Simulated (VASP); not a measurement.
Calculation: PBE GGA, VASP's PBE PAW potentials (set 64) (plane waves; VASP).

The input files of a VASP run:

File KPOINTS:
```
Automatic mesh
0
Gamma
8 8 8
0 0 0
```

INCAR:
```
# general
SYSTEM  = HfO2
PREC    = Accurate
ENCUT   = 600
LREAL   = F
LASPH   = T

# electronic loop
EDIFF   = 1E-7
NELM    = 100
ALGO    = Normal   # blocked Davidson
LMAXMIX = 6   # l cut-off of mixed one-centre charges

# smearing
ISMEAR  = 0   # Gaussian
SIGMA   = 0.05   # width (eV)

# functional
GGA     = PE

# ions
IBRION  = 2
NSW     = 40   # most ionic steps
ISIF    = 3   # ions, shape and volume
EDIFFG  = -0.01   # ionic stop
PSTRESS = 10   # kbar

# output
LWAVE   = F
LCHARG  = F
```

### POSCAR
```
HfO2
1.0
  0.0000000000   2.5320370343   2.5320370343
  2.5320370343   0.0000000000   2.5320370343
  2.5320370343   2.5320370343   0.0000000000
Hf O
1 2
Cart
  0.0000000000   0.0000000000   0.0000000000
  1.2660185172   1.2660185172   1.2660185172
  3.7980555515   3.7980555515   3.7980555515
```

POTCAR, in this order: Hf_pv O (PBE.64 set). Program: vasp_std.

The resulting files:

**OSZICAR**
```
       N       E                     dE             d eps       ncg     rms          rms(c)
DAV:   1     0.111093155659E+03    0.11109E+03   -0.14042E+04   870   0.163E+03
DAV:   2    -0.319378102476E+02   -0.14303E+03   -0.13967E+03  1108   0.339E+02
DAV:   3    -0.359983866314E+02   -0.40606E+01   -0.40568E+01  1101   0.568E+01
DAV:   4    -0.360198798280E+02   -0.21493E-01   -0.21490E-01  1122   0.445E+00
DAV:   5    -0.360200643875E+02   -0.18456E-03   -0.18455E-03  1087   0.371E-01    0.486E+01
DAV:   6    -0.303834209492E+02    0.56366E+01   -0.29938E+01   975   0.389E+01    0.433E+01
DAV:   7    -0.302877313893E+02    0.95690E-01   -0.77610E-01  1045   0.829E+00    0.291E+01
DAV:   8    -0.302640709941E+02    0.23660E-01   -0.22734E-01  1087   0.506E+00    0.602E+00
DAV:   9    -0.302527962144E+02    0.11275E-01   -0.44042E-02  1045   0.192E+00    0.169E+00
DAV:  10    -0.302528558105E+02   -0.59596E-04   -0.46381E-03  1177   0.540E-01    0.302E-01
DAV:  11    -0.302528261764E+02    0.29634E-04   -0.30012E-04   989   0.146E-01    0.219E-01
DAV:  12    -0.302528370854E+02   -0.10909E-04   -0.53385E-05  1158   0.557E-02    0.556E-02
DAV:  13    -0.302528380312E+02   -0.94580E-06   -0.20829E-06  1053   0.117E-02    0.161E-02
DAV:  14    -0.302528382162E+02   -0.18501E-06   -0.56589E-07  1010   0.585E-03    0.130E-03
DAV:  15    -0.302528382057E+02    0.10424E-07   -0.35922E-08   617   0.166E-03
   1 F= -.30050196E+02 E0= -.30050196E+02  d E =-.300502E+02
```

OUTCAR:
```
------------------------ aborting loop because EDIFF is reached ----------------------------------------
  FORCE on cell =-STRESS in cart. coord.  units (eV):
  Direction    XX          YY          ZZ          XY          YZ          ZX
  --------------------------------------------------------------------------------------
  Total        0.2047023      0.2047023      0.2047023     -0.0000000      0.0000000      0.0000000
  in kB       10.1016708     10.1016708     10.1016708     -0.0000000      0.0000000      0.0000000
  external PRESSURE =       0.1016708 kB  Pullay stress =      10.0000000 kB
  volume of cell :       32.47
      direct lattice vectors                 reciprocal lattice vectors
     0.000000000  2.532037034  2.532037034    -0.197469466  0.197469466  0.197469466
     2.532037034  0.000000000  2.532037034     0.197469466 -0.197469466  0.197469466
     2.532037034  2.532037034  0.000000000     0.197469466  0.197469466 -0.197469466
 POSITION                                       TOTAL-FORCE (eV/Angst)
 -----------------------------------------------------------------------------------
      0.00000      0.00000      0.00000         0.000000     -0.000000      0.000000
      1.26602      1.26602      1.26602         0.000000      0.000000      0.000000
      3.79806      3.79806      3.79806        -0.000000     -0.000000     -0.000000
 -----------------------------------------------------------------------------------
    total drift:                                0.000000     -0.000000      0.000000
  FREE ENERGIE OF THE ION-ELECTRON SYSTEM (eV)
  ---------------------------------------------------
  free  energy   TOTEN  =       -30.2528382057 eV

  energy  without entropy=      -30.2528382057  energy(sigma->0) =      -30.25283821
  enthalpy is  TOTEN    =       -30.0501961541 eV   P V=        0.2026420516

 reached required accuracy - stopping structural energy minimisation
```
(Selected blocks of OUTCAR.)

The compound is HfO2 in the fluorite structure, the high-temperature cubic form, which is unstable at 0 K; the monoclinic form is the stable one. It was relaxed first under an external pressure of 1 GPa.
